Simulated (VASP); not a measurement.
Consider the following.

```yaml
crystal:
  lattice:
    - [3.85543, 0.00000, 0.00000]
    - [0.00000, 3.85543, 0.00000]
    - [0.00000, 0.00000, 3.85543]
  atoms:
    - { symbol: Cu, position: [0.00000, 0.50000, 0.50000] }
    - { symbol: Cu, position: [0.50000, 0.00000, 0.50000] }
    - { symbol: Cu, position: [0.50000, 0.50000, 0.00000] }
    - { symbol: Au, position: [0.00000, 0.00000, 0.00000] }
```

These are optB88-vdW, VASP's PBE PAW potentials (set 64) (plane waves; VASP) values and carry that method's errors. Settings: 520 eV cut-off, 8×8×8 Γ-centred mesh, first-order Methfessel-Paxton smearing of 0.10 eV, potentials Cu Au.

Unless said otherwise, spin-orbit coupling is left out, though it shifts the bands of the heavy elements here.

Estimate the energy per atom (σ→0), pressure, band gap (on the k-mesh) with the smallest direct gap where there is one.

```yaml
band gap (on the k-mesh): none (metal, semimetal or under 0.01 eV)
energy per atom (σ→0): -0.725 eV/atom
pressure: -6.82 GPa
```

The absolute energy has meaning only against runs of the same code, potentials and settings.

The compound is Cu3Au in the L1_2 structure. This cell is one point of a volume scan, at 1.06 of the reference volume.
